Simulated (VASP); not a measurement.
Method: LDA (Ceperley-Alder, Perdew-Zunger), VASP's LDA PAW potentials (set 64) (plane waves; VASP).

Input for VASP

**KPOINTS**
```
Automatic mesh
0
Gamma
12 12 12
0 0 0
```

INCAR:
```
ISIF  =  3   # ions, shape and volume
LMAXMIX  =  6   # l cut-off of mixed one-centre charges
SIGMA  =  0.1
NELM  =  100   # most electronic steps
NSW  =  40   # most ionic steps
LCHARG  =  .FALSE.
PSTRESS  =  200   # kbar
EDIFF  =  1E-6
ISMEAR  =  1
LWAVE  =  .FALSE.
IBRION  =  2
ALGO  =  Normal   # blocked Davidson
LASPH  =  .TRUE.
PREC  =  Accurate
EDIFFG  =  -0.02
LREAL  =  .FALSE.   # projection in real space or not
ENCUT  =  500   # plane-wave cut-off (eV)
SYSTEM  =  AuZn
```

POSCAR:
```
AuZn
1
    3.0019487546     0.0000000000    -0.0000000000
    0.0000000000     3.0019487546    -0.0000000000
    0.0000000000     0.0000000000     3.0019487546
Zn Au
1 1
Direct
  0.5000000000   0.5000000000   0.5000000000
  0.0000000000   0.0000000000   0.0000000000
```

POTCAR, in this order: Zn Au (LDA.64 set). Program: vasp_std.

The run wrote:

OUTCAR:
```
 ion  position               nearest neighbor table
   1  0.500  0.500  0.500-   2 2.60   2 2.60   2 2.60   2 2.60   2 2.60   2 2.60   2 2.60   2 2.60
  LATTYP: Found a simple cubic cell.
 ALAT       =     3.0019487546
 Subroutine PRICEL returns:
 Original cell was already a primitive cell.
 Subroutine GETGRP returns: Found 48 space group operations
The static configuration has the point symmetry O_h .
The dynamic configuration has the point symmetry O_h .
 Subroutine INISYM returns: Found 48 space group operations
 Subroutine IBZKPT returns following result:
 Found     84 irreducible k-points:

 Following reciprocal coordinates:
            Coordinates               Weight
  0.000000  0.000000  0.000000      1.000000
  0.083333  0.000000  0.000000      6.000000
  0.166667  0.000000  0.000000      6.000000
  0.250000  0.000000  0.000000      6.000000
  0.333333  0.000000  0.000000      6.000000
  0.416667  0.000000  0.000000      6.000000
  0.500000  0.000000  0.000000      3.000000
  0.083333  0.083333  0.000000     12.000000
  0.166667  0.083333  0.000000     24.000000
  0.250000  0.083333  0.000000     24.000000
...
```

**OSZICAR**
```
       N       E                     dE             d eps       ncg     rms          rms(c)
DAV:   1     0.123044507326E+03    0.12304E+03   -0.11704E+04  2608   0.202E+03
DAV:   2    -0.327511871138E+01   -0.12632E+03   -0.12265E+03  2576   0.350E+02
DAV:   3    -0.717406619489E+01   -0.38989E+01   -0.38880E+01  3052   0.705E+01
DAV:   4    -0.719718269925E+01   -0.23117E-01   -0.23115E-01  2912   0.465E+00
DAV:   5    -0.719743279432E+01   -0.25010E-03   -0.25010E-03  3164   0.500E-01    0.131E+01
DAV:   6    -0.666486943214E+01    0.53256E+00   -0.15772E+00  2611   0.155E+01    0.767E+00
DAV:   7    -0.661701969996E+01    0.47850E-01   -0.57526E-02  3368   0.516E+00    0.351E+00
DAV:   8    -0.660578143473E+01    0.11238E-01   -0.91336E-03  2926   0.117E+00    0.161E-01
DAV:   9    -0.660577603357E+01    0.54012E-05   -0.24181E-04  3080   0.354E-01    0.565E-02
DAV:  10    -0.660578307837E+01   -0.70448E-05   -0.22446E-05  2975   0.544E-02    0.213E-02
DAV:  11    -0.660578241284E+01    0.66553E-06   -0.12806E-06  1610   0.145E-02
   1 F= -.32287966E+01 E0= -.32286333E+01  d E =-.322880E+01
```

OUTCAR:
```
------------------------ aborting loop because EDIFF is reached ----------------------------------------
  FORCE on cell =-STRESS in cart. coord.  units (eV):
  Direction    XX          YY          ZZ          XY          YZ          ZX
  --------------------------------------------------------------------------------------
  Total        3.3561640      3.3561640      3.3561640      0.0000000      0.0000000     -0.0000000
  in kB      198.7668415    198.7668415    198.7668415      0.0000000      0.0000000     -0.0000000
  external PRESSURE =      -1.2331585 kB  Pullay stress =     200.0000000 kB
  volume of cell :       27.05
      direct lattice vectors                 reciprocal lattice vectors
     3.001948755  0.000000000  0.000000000     0.333116946  0.000000000  0.000000000
     0.000000000  3.001948755  0.000000000     0.000000000  0.333116946  0.000000000
     0.000000000  0.000000000  3.001948755     0.000000000  0.000000000  0.333116946
 POSITION                                       TOTAL-FORCE (eV/Angst)
 -----------------------------------------------------------------------------------
      1.50097      1.50097      1.50097         0.000000      0.000000      0.000000
      0.00000      0.00000      0.00000         0.000000      0.000000      0.000000
 -----------------------------------------------------------------------------------
    total drift:                                0.000000      0.000000     -0.000000
  FREE ENERGIE OF THE ION-ELECTRON SYSTEM (eV)
  ---------------------------------------------------
  free  energy   TOTEN  =        -6.6057824128 eV

  energy  without entropy=       -6.6052926175  energy(sigma->0) =       -6.60561915
  enthalpy is  TOTEN    =        -3.2287966006 eV   P V=        3.3769858122

 reached required accuracy - stopping structural energy minimisation
```
(Selected blocks of OUTCAR.)

The compound is AuZn in the CsCl type structure. It was relaxed first under an external pressure of 20 GPa. The electron count is odd and the run is not spin-polarised, which forces a metal.
